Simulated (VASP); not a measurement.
An input for Quantum ESPRESSO's pw.x (written as the equivalent of a VASP run, and not itself run):

```
&CONTROL
  calculation = 'vc-relax'
  pseudo_dir = './pseudo'
  outdir = './out'
  tprnfor = .true.
  tstress = .true.
  nstep = 40
  forc_conv_thr = 0.00078
/
&SYSTEM
  ibrav = 0
  nat = 2
  ntyp = 2
  ecutwfc = 82.3
  occupations = 'smearing'
  smearing = 'methfessel-paxton'
  degauss = 0.00735
  input_dft = 'pbesol'
/
&ELECTRONS
  conv_thr = 7.3e-08
  electron_maxstep = 100
/
&IONS
/
&CELL
/
ATOMIC_SPECIES
  Hg 200.592 Hg.upf
  Te 127.600 Te.upf
CELL_PARAMETERS angstrom
     3.7182416   -0.0000000    0.0000000
     0.0000000    3.7182416   -0.0000000
    -0.0000000   -0.0000000    3.7182416
ATOMIC_POSITIONS crystal
  Hg   0.0000000  0.0000000  0.0000000
  Te   0.5000000  0.5000000  0.5000000
K_POINTS automatic
  10 10 10 0 0 0
```

Task: Write the VASP files for the same calculation (PBEsol).

Result: This is not unique; one that fits is 
### INCAR
```
SYSTEM = HgTe
PREC = Accurate
ENCUT = 500
EDIFF = 1E-6
NELM = 100
ALGO = Normal
LREAL = .FALSE.
LASPH = .TRUE.
ISMEAR = 1
SIGMA = 0.1
GGA = PS
LMAXMIX = 6
LWAVE = .FALSE.
LCHARG = .FALSE.
IBRION = 2
ISIF = 3
NSW = 40
EDIFFG = -0.02
```

KPOINTS:
```
Automatic mesh
0
Gamma
10 10 10
0 0 0
```

File POSCAR:
```
HgTe
1.0
  3.7182416220   0.0000000000   0.0000000000
  0.0000000000   3.7182416220   0.0000000000
  0.0000000000   0.0000000000   3.7182416220
Hg Te
1 1
direct
  0.0000000000   0.0000000000   0.0000000000
  0.5000000000   0.5000000000   0.5000000000
```

POTCAR, in this order: Hg Te (PBE.64 set). Program: vasp_std.

What does not carry over: the potentials are each code's own (VASP's PAW set, PseudoDojo norm-conserving files in pw.x), so ENCUT and ecutwfc are chosen apart and not converted; conv_thr bounds pw.x's estimated SCF error, while EDIFF bounds the energy change between steps; forc_conv_thr acts on force components and is met together with etot_conv_thr.

The structure was generated: HgTe was put into the CsCl type type (Pm-3m), which need not be its known phase. This run relaxes it. Symmetry was kept, so distortions that lower it aren't found.
